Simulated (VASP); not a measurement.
# Rb3Ba (I4/mmm) in VASP: settings compared

The runs below take Rb3Ba through single point, with PBEsol, PBE.

All numbers are computed with VASP 6.6.1; they aren't measurements. Logs are shortened: lines on timing, memory, paths and dates and some standing lists are left out, and cuts for length are marked.

## Step 1: The crystal as given

Symmetry: I4/mmm, No. 139, tetragonal system. Conventional cell: a = 6.743 Å, b = 6.743 Å, c = 14.743 Å, α = 90.00°, β = 90.00°, γ = 90.00°.

The cell comes from a database or a generator and needn't be the stable form of this composition.

## Step 2: Single point, PBEsol

Input file INCAR:

```
SYSTEM = Rb3Ba
ALGO     = Normal         ! electronic algorithm
EDIFF    = 1E-6           ! SCF threshold, eV
ENCUT    = 520            ! plane-wave cutoff, eV
GGA      = PS             ! functional
ISIF     = 2              ! what is computed and relaxed
ISMEAR   = 0              ! smearing method
LASPH    = .True.         ! aspherical terms in the spheres
LCHARG   = .False.        ! write CHGCAR
LREAL    = .False.        ! projectors in reciprocal space
LWAVE    = .False.        ! write WAVECAR
NELM     = 60             ! most SCF steps
PREC     = Accurate       ! precision mode
SIGMA    = 0.05           ! smearing width, eV
```

Input file KPOINTS:

```
k-points
0
Gamma
  6 6 6
  0 0 0
```

Input file POSCAR:

```
Rb3Ba
8.779
   -0.384036792345      0.384036792345      0.839656908532
    0.384036792345     -0.384036792345      0.839656908532
    0.384036792345      0.384036792345     -0.839656908532
Ba Rb
1 3
Direct
    0.0000000000      0.0000000000      0.0000000000
    0.5000000000      0.5000000000      0.0000000000
    0.2500000000      0.7500000000      0.5000000000
    0.7500000000      0.2500000000      0.5000000000
```

Potentials or basis: VASP PAW PBE potentials, release 64 (Ba_sv, Rb_sv).

The run is started by

```console
$ cat potpaw_PBE.64/Ba_sv/POTCAR potpaw_PBE.64/Rb_sv/POTCAR > POTCAR
$ mpirun -np 1 vasp_std > vasp.out
```

OUTCAR:

```text
SYSTEM = Rb3Ba
   EDIFF = 1E-6
   ENCUT = 520
   GGA = PS
   ISIF = 2
   ISMEAR = 0
   LASPH = .True.
   LREAL = .False.
   NELM = 60
   PREC = Accurate

 ion  position               nearest neighbor table
   1  0.000  0.000  0.000-   2 4.77   2 4.77   2 4.77   2 4.77   4 5.00   3 5.00   4 5.00   3 5.00
                             4 5.00   4 5.00   3 5.00   3 5.00
   2  0.500  0.500  0.000-   1 4.77   1 4.77   1 4.77   1 4.77   4 5.00   3 5.00   4 5.00   4 5.00
                             3 5.00   3 5.00   4 5.00   3 5.00
   3  0.250  0.750  0.500-   4 4.77   4 4.77   4 4.77   4 4.77   2 5.00   1 5.00   2 5.00   2 5.00
                             1 5.00   1 5.00   2 5.00   1 5.00
   4  0.750  0.250  0.500-   3 4.77   3 4.77   3 4.77   3 4.77   2 5.00   1 5.00   2 5.00   1 5.00
                             2 5.00   2 5.00   1 5.00   1 5.00

  LATTYP: Found a body centered tetragonal cell.
 ALAT       =     6.7429180000
 C/A-ratio  =     2.1863970465

  Lattice vectors:

 A1 = (  -3.3714590000,   3.3714590000,   7.3713480000)
 A2 = (   3.3714590000,  -3.3714590000,   7.3713480000)
 A3 = (   3.3714590000,   3.3714590000,  -7.3713480000)

Analysis of symmetry for initial positions (statically):
=====================================================================
 Subroutine PRICEL returns:
 Original cell was already a primitive cell.

 Routine SETGRP: Setting up the symmetry group for a
 body centered tetragonal supercell.

 Subroutine GETGRP returns: Found 16 space group operations
 (whereof 16 operations were pure point group operations)
 out of a pool of 16 trial point group operations.

The static configuration has the point symmetry D_4h.

Analysis of symmetry for dynamics (positions and initial velocities):
=====================================================================
 Subroutine PRICEL returns:
 Original cell was already a primitive cell.

 Routine SETGRP: Setting up the symmetry group for a
 body centered tetragonal supercell.

 Subroutine GETGRP returns: Found 16 space group operations
 (whereof 16 operations were pure point group operations)
 out of a pool of 16 trial point group operations.

The dynamic configuration has the point symmetry D_4h.

 Subroutine INISYM returns: Found 16 space group operations
 (whereof 16 operations are pure point group operations),
 and found     1 'primitive' translations

----------------------------------------------------------------------------------------

                                     Primitive cell

  volume of cell :     335.1527

  direct lattice vectors                    reciprocal lattice vectors
    -3.371459000  3.371459000  7.371348000     0.000000000  0.148303746  0.067830199
     3.371459000 -3.371459000  7.371348000     0.148303746  0.000000000  0.067830199
     3.371459000  3.371459000 -7.371348000     0.148303746  0.148303746  0.000000000

  length of vectors
     8.778965937  8.778965937  8.778965937     0.163079542  0.163079542  0.209733169

  position of ions in fractional coordinates (direct lattice)
     0.000000000  0.000000000  0.000000000
     0.500000000  0.500000000  0.000000000
     0.250000000  0.750000000  0.500000000
     0.750000000  0.250000000  0.500000000

  ion indices of the primitive-cell ions
   primitive index   ion index
                 1           1
                 2           2
                 3           3
                 4           4

----------------------------------------------------------------------------------------

 KPOINTS: k-points

Automatic generation of k-mesh.
 Grid dimensions read from file:
 generate k-points for:    6    6    6

 Generating k-lattice:

  Cartesian coordinates                     Fractional coordinates (reciprocal lattice)
     0.000000000  0.024717291  0.011305033     0.166666667  0.000000000  0.000000000
     0.024717291  0.000000000  0.011305033     0.000000000  0.166666667  0.000000000
     0.024717291  0.024717291  0.000000000     0.000000000  0.000000000  0.166666667

  Length of vectors
     0.027179924  0.027179924  0.034955528

  Shift w.r.t. Gamma in fractional coordinates (k-lattice)
     0.000000000  0.000000000  0.000000000

 Subroutine IBZKPT returns following result:
 ===========================================

 Found     30 irreducible k-points:

 Following reciprocal coordinates:
            Coordinates               Weight
  0.000000  0.000000  0.000000      1.000000
  0.166667 -0.000000  0.000000      8.000000
  0.333333  0.000000  0.000000      8.000000
  0.500000  0.000000  0.000000      4.000000
  0.166667  0.166667  0.000000      8.000000
  0.333333  0.166667  0.000000     16.000000
[... 16 lines left out ...]
 -0.333333 -0.333333  0.166667      8.000000
 -0.166667 -0.333333  0.166667      8.000000
 [... further k-points ...]
   k-points           NKPTS =     30   k-points in BZ     NKDIM =     30   number of bands    NBANDS=     22
   number of dos      NEDOS =    301   number of ions     NIONS =      4
   total plane-waves  NPLWV = 343000
   dimension x,y,z NGX =    70 NGY =   70 NGZ =   70
   dimension x,y,z NGXF=   140 NGYF=  140 NGZF=  140
   ions per type =               1   3
   NGX,Y,Z   is equivalent  to a cutoff of  13.26, 13.26, 13.26 a.u.
   NGXF,Y,Z  is equivalent  to a cutoff of  26.51, 26.51, 26.51 a.u.
 SYSTEM =  Rb3Ba
   PREC   = accura    normal or accurate (medium, high low for compatibility)
   ISTART =      0    job   : 0-new  1-cont  2-samecut
   ICHARG =      2    charge: 1-file 2-atom 10-const
   ISPIN  =      1    spin polarized calculation?
   LNONCOLLINEAR =      F non collinear calculations
   LSORBIT =      F    spin-orbit coupling
   LASPH  =      T    aspherical Exc in radial PAW
   ENCUT  =  520.0 eV  38.22 Ry    6.18 a.u.  16.32 16.32 16.32*2*pi/ulx,y,z
   NELM   =     60;   NELMIN=  2; NELMDL= -5     # of ELM steps
   EDIFF  = 0.1E-05   stopping-criterion for ELM
   LREAL  =      F    real-space projection
   EDIFFG = 0.1E-04   stopping-criterion for IOM
   NSW    =      0    number of steps for IOM
   IBRION =     -1    ionic relax: 0-MD 1-quasi-New 2-CG
   NFREE  =      0    steps in history (QN), initial steepest desc. (CG)
   ISIF   =      2    stress and relaxation
   ISYM   =      2    0-nonsym 1-usesym 2-fastsym
   POTIM  = 0.5000    time-step for ionic-motion
   TEBEG  =    0.0;   TEEND  =   0.0 temperature during run
   PSTRESS=    0.0 pullay stress
   NELECT =      37.0000    total number of electrons
   NUPDOWN=      -1.0000    fix difference up-down
   EMIN   =  10.00;   EMAX   =-10.00  energy-range for DOS
   EFERMI =   0.00;   METHOD = LEGACY
   ISMEAR =     0;   SIGMA  =   0.05  broadening in eV -4-tet -1-fermi 0-gaus
   EFERMI_NEDOS =   21; number of points for ismear=-14 and -15
   IALGO  =     38    algorithm
   IMIX   =      4    mixing-type and parameters
     AMIX     =   0.40;   BMIX     =  1.00
     AMIX_MAG =   1.60;   BMIX_MAG =  1.00
  volume/ion in A,a.u.               =      83.79       565.43
  Fermi-wavevector in a.u.,A,eV,Ry     =   0.785346  1.484089  8.391648  0.616769
  Thomas-Fermi vector in A             =   1.889664
   LORBIT       =      0    0 simple, 1 ext, 2 COOP (PROOUT), +10 PAW based schemes
   GGA     = PS    functional components
   LHFCALC =     F    Hartree Fock is set to
   AEXX    =    0.0000 exact exchange contribution
   IVDW    =     0    specifies the selected vdW correction
   LEPSILON=     F    determine dielectric tensor
   LRPA    =     F    only Hartree local field effects (RPA)
 non-spin polarized calculation
 Gauss-broadening in eV      SIGMA  =   0.05
  energy-cutoff  :      520.00
  volume of cell :      335.15
 maximum number of plane-waves:      9067
 NGX is ok and might be reduce to    70
   NGX = 33   NGY = 33   NGZ = 33

 number of electron      37.0000000 magnetization

 Free energy of the ion-electron system (eV)
  ---------------------------------------------------
  ext. energy  EPLUGINS =         0.00000000
  ---------------------------------------------------
  free energy    TOTEN  =        -4.61485209 eV

  energy without entropy =       -4.60549618  energy(sigma->0) =       -4.61017413

 E-fermi :   0.2083     XC(G=0):  -5.9754

 val. band max:        0.1913690548   @ k =   0.1667   0.1667   0.1667
 cond. band min:       0.2093310050   @ k =   0.0000   0.0000   0.0000
 fundamental gap:      0.0179619502
 Fermi energy:         0.2082753553

 k-point     1 :       0.0000    0.0000    0.0000
  band No.  band energies     occupation
      1     -29.8283      2.00000
      2     -28.3121      2.00000
      3     -28.3063      2.00000
      4     -28.2371      2.00000
      5     -14.9292      2.00000
      6     -14.9222      2.00000
[... 14 lines left out ...]
     21       1.0205      0.00000
     22       1.0894      0.00000

 k-point     2 :       0.1667   -0.0000    0.0000
  band No.  band energies     occupation
      1     -29.8283      2.00000
      2     -28.3117      2.00000
      3     -28.3067      2.00000
      4     -28.2371      2.00000
      5     -14.9291      2.00000
      6     -14.9226      2.00000
[... 14 lines left out ...]
     21       1.0478      0.00000
     22       1.0644      0.00000

 k-point     3 :       0.3333    0.0000    0.0000
  band No.  band energies     occupation
      1     -29.8283      2.00000
      2     -28.3107      2.00000
      3     -28.3077      2.00000
      4     -28.2371      2.00000
      5     -14.9289      2.00000
      6     -14.9234      2.00000
[... 14 lines left out ...]
     21       0.8661      0.00000
     22       1.0902      0.00000
[... 476 lines left out ...]
 k-point    23 :      -0.3333   -0.3333    0.1667
  band No.  band energies     occupation
      1     -29.8283      2.00000
      2     -28.3114      2.00000
      3     -28.3070      2.00000
      4     -28.2371      2.00000
      5     -14.9288      2.00000
      6     -14.9228      2.00000
[... 14 lines left out ...]
     21       0.9347      0.00000
     22       1.0711      0.00000

 k-point    24 :      -0.1667   -0.3333    0.1667
  band No.  band energies     occupation
      1     -29.8283      2.00000
      2     -28.3117      2.00000
      3     -28.3067      2.00000
      4     -28.2371      2.00000
      5     -14.9289      2.00000
      6     -14.9226      2.00000
[... 14 lines left out ...]
     21       0.9269      0.00000
     22       1.0828      0.00000

 [... further k-points ...]

------------------------ aborting loop because EDIFF is reached ----------------------------------------

  FORCE on cell =-STRESS in cart. coord.  units (eV):
  Direction    XX          YY          ZZ          XY          YZ          ZX
  --------------------------------------------------------------------------------------
  -------------------------------------------------------------------------------------
  Total       -0.4328717     -0.4328717     -0.5816424      0.0000000     -0.0000000     -0.0000000
  in kB       -2.0693173     -2.0693173     -2.7805067      0.0000000     -0.0000000     -0.0000000
  external PRESSURE =      -2.3063805 kB  Pullay stress =       0.0000000 kB

 VOLUME and BASIS-vectors are now :
 -----------------------------------------------------------------------------
  energy-cutoff  :      520.00
  volume of cell :      335.15
      direct lattice vectors                 reciprocal lattice vectors
    -3.371459000  3.371459000  7.371348000     0.000000000  0.148303746  0.067830199
     3.371459000 -3.371459000  7.371348000     0.148303746  0.000000000  0.067830199
     3.371459000  3.371459000 -7.371348000     0.148303746  0.148303746  0.000000000

 POSITION                                       TOTAL-FORCE (eV/Angst)
 -----------------------------------------------------------------------------------
      0.00000      0.00000      0.00000         0.000000     -0.000000     -0.000000
      0.00000      0.00000      7.37135         0.000000     -0.000000     -0.000000
      3.37146     -0.00000      3.68567         0.000000     -0.000000      0.000000
     -0.00000      3.37146      3.68567        -0.000000      0.000000     -0.000000
 -----------------------------------------------------------------------------------
    total drift:                               -0.000000     -0.000000      0.000000

  FREE ENERGIE OF THE ION-ELECTRON SYSTEM (eV)
  ---------------------------------------------------
  free  energy   TOTEN  =        -4.6148520877 eV

  energy  without entropy=       -4.6054961818  energy(sigma->0) =       -4.61017413
```

Run time: 6.2 min. Hardware: 1 thread of Intel Xeon Platinum 8488C (Sapphire Rapids), shared host; peak memory 0.78 GiB.

What came out:

```yaml
Free_energy: -4.6149 eV
Pressure: -0.2 GPa
Band_gap_on_the_k_mesh: none (metal or under the smearing width)
```

Caveat: the PAW data sets were made with another functional, which shifts forces and pressure a little. The run has no spin-orbit coupling, so splittings on Ba are missing.

## Step 3: Single point, PBEsol

Input file run.py:

```python
from ase.calculators.vasp import Vasp
from ase.dft.bandgap import bandgap
from ase.io import read

atoms = read('POSCAR')
calc = Vasp(
    directory='calc',
    xc='pbesol',
    pp='PBE',
    setups='materialsproject',
    prec='Accurate',
    encut=520,
    ediff=1e-06,
    ismear=0,
    sigma=0.05,
    lreal=False,
    lasph=True,
    nelm=100,
    algo='Normal',
    isif=2,
    lwave=False,
    lcharg=False,
    kpts=[6, 6, 6],
    gamma=True,
    nbands=26,
)
atoms.calc = calc

print('energy (eV):', atoms.get_potential_energy())
print('free energy (eV):', atoms.get_potential_energy(force_consistent=True))
print('forces (eV/A):')
print(atoms.get_forces())
print('stress (eV/A^3, Voigt):', atoms.get_stress())
print('Fermi level (eV):', calc.get_fermi_level())
gap, top, bottom = bandgap(calc)
print('band gap (eV):', gap, 'from (spin, k, band)', top, 'to', bottom)
```

Input file POSCAR:

```
Rb3Ba
1.0
   -3.3714590000      3.3714590000      7.3713480000
    3.3714590000     -3.3714590000      7.3713480000
    3.3714590000      3.3714590000     -7.3713480000
Ba Rb
1 3
Direct
    0.0000000000      0.0000000000      0.0000000000
    0.5000000000      0.5000000000      0.0000000000
    0.2500000000      0.7500000000      0.5000000000
    0.7500000000      0.2500000000      0.5000000000
```

Potentials or basis: VASP PAW PBE potentials, release 64 (Ba_sv, Rb_sv).

The run is started by

```console
$ python run.py
```

Wall time 5.8 min (1 thread of Intel Xeon Platinum 8488C (Sapphire Rapids), shared host); peak memory 0.79 GiB.

It converged, with:

```
Free energy            : -4.6149 eV
Pressure               : -0.2 GPa
Band gap on the k mesh : none (metal or under the smearing width)
```

Levels at points of the mesh, in eV from the Fermi level:
| k point | band 15 | band 16 | band 17 | band 18 | band 19 | band 20 | band 21 | band 22 |
| --- | --- | --- | --- | --- | --- | --- | --- | --- |
| (0.00, 0.00, 0.00) | -12.54 | -12.53 | -2.19 | 0.00 | 0.27 | 0.81 | 0.81 | 0.88 |
| (0.50, 0.00, 0.00) | -12.54 | -12.54 | -1.15 | -0.82 | 0.10 | 0.43 | 0.63 | 0.86 |
| (0.50, 0.50, 0.00) | -12.55 | -12.53 | -0.52 | -0.22 | -0.19 | -0.18 | 0.63 | 0.69 |
| (0.50, 0.50, 0.50) | -12.54 | -12.54 | -1.50 | -1.15 | 0.02 | 0.34 | 0.80 | 0.80 |

Caveat: the PAW data sets were made with another functional, which shifts forces and pressure a little. The run has no spin-orbit coupling, so splittings on Ba are missing.

## Step 4: Single point, PBE

Input file INCAR:

```
ALGO = Fast
EDIFF = 1E-6
ENCUT = 550
GGA = PE
ISIF = 2
ISMEAR = 0
LASPH = True
LCHARG = False
LREAL = False
LWAVE = False
NBANDS = 26
NELM = 60
PREC = Accurate
SIGMA = 0.02
```

Input file KPOINTS:

```
k-points
0
Gamma
  6 6 6
```

Input file POSCAR:

```
Rb3Ba
1.0
   -3.3714590000      3.3714590000      7.3713480000
    3.3714590000     -3.3714590000      7.3713480000
    3.3714590000      3.3714590000     -7.3713480000
Ba Rb
1 3
Cartesian
    0.0000000000      0.0000000000      0.0000000000
    0.0000000000      0.0000000000      7.3713480000
    3.3714590000      0.0000000000      3.6856740000
    0.0000000000      3.3714590000      3.6856740000
```

Potentials or basis: VASP PAW PBE potentials, release 64 (Ba_sv_GW, Rb_sv_GW).

The run is started by

```console
$ cat potpaw_PBE.64/Ba_sv_GW/POTCAR potpaw_PBE.64/Rb_sv_GW/POTCAR > POTCAR
$ mpirun -np 1 vasp_std > vasp.out
```

Run time: 35 min. Hardware: 1 thread of Intel Xeon Platinum 8259CL at 2.50GHz (Skylake/Cascade Lake), shared host; peak memory 0.93 GiB.

It converged, with:

* Free energy: -12.2223 eV
* Pressure: 0.0 GPa
* Band gap on the k mesh: none (metal or under the smearing width)

Stress tensor (GPa, compression positive):
```
 0.02  0.00  0.00
 0.00  0.02  0.00
 0.00  0.00 -0.07
```

Levels at points of the mesh, in eV from the Fermi level:
```csv
k point,band 15,band 16,band 17,band 18,band 19,band 20,band 21,band 22
"(0.00, 0.00, 0.00)",-12.59,-12.58,-2.18,0.00,0.27,0.81,0.81,0.89
"(0.50, 0.00, 0.00)",-12.59,-12.58,-1.14,-0.81,0.10,0.43,0.63,0.87
"(0.50, 0.50, 0.00)",-12.59,-12.58,-0.51,-0.21,-0.19,-0.17,0.63,0.69
"(0.50, 0.50, 0.50)",-12.59,-12.59,-1.49,-1.14,0.02,0.34,0.80,0.80
```

[end of part 1 of 2]
